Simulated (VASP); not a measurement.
OSZICAR of a VASP run on Tl (hcp):

File OSZICAR:
```
       N       E                     dE             d eps       ncg     rms          rms(c)
DAV:   1     0.108758761860E+03    0.10876E+03   -0.12737E+04 12576   0.118E+03
DAV:   2    -0.268247786633E+01   -0.11144E+03   -0.11008E+03 13261   0.263E+02
DAV:   3    -0.439854079415E+01   -0.17161E+01   -0.17020E+01 14449   0.295E+01
DAV:   4    -0.440843871160E+01   -0.98979E-02   -0.98915E-02 13561   0.233E+00
DAV:   5    -0.440854834396E+01   -0.10963E-03   -0.10963E-03 14031   0.250E-01    0.359E+00
DAV:   6    -0.435859264137E+01    0.49956E-01   -0.93779E-02 12928   0.267E+00    0.247E+00
DAV:   7    -0.434960167208E+01    0.89910E-02   -0.46514E-02 12841   0.188E+00    0.715E-01
DAV:   8    -0.434871952300E+01    0.88215E-03   -0.46366E-03 12705   0.558E-01    0.400E-02
DAV:   9    -0.434872484567E+01   -0.53227E-05   -0.25547E-05 14405   0.479E-02    0.121E-02
DAV:  10    -0.434873014884E+01   -0.53032E-05   -0.65140E-06 12763   0.240E-02    0.262E-03
DAV:  11    -0.434873045233E+01   -0.30349E-06   -0.68294E-07  6690   0.695E-03
   1 F= -.43487305E+01 E0= -.43483842E+01  d E =-.103888E-02
```

Q: Which electronic solver shows in the log?

A: It is blocked Davidson (ALGO = Normal, or the opening steps of other solvers). The INCAR had ALGO = Normal.

Q: Can the final energy be trusted as converged?

A: The run converged. It stopped with EDIFF = 1E-6, NELM = 100 (PBE GGA, plane waves, VASP's PBE PAW potentials (set 64)).

The compound is Tl in the hcp structure. The cell was not relaxed at this level, atoms are displaced from their ideal sites. The run is one of a series of settings (ISYM = 0 against the base run), some of them coarse on purpose.
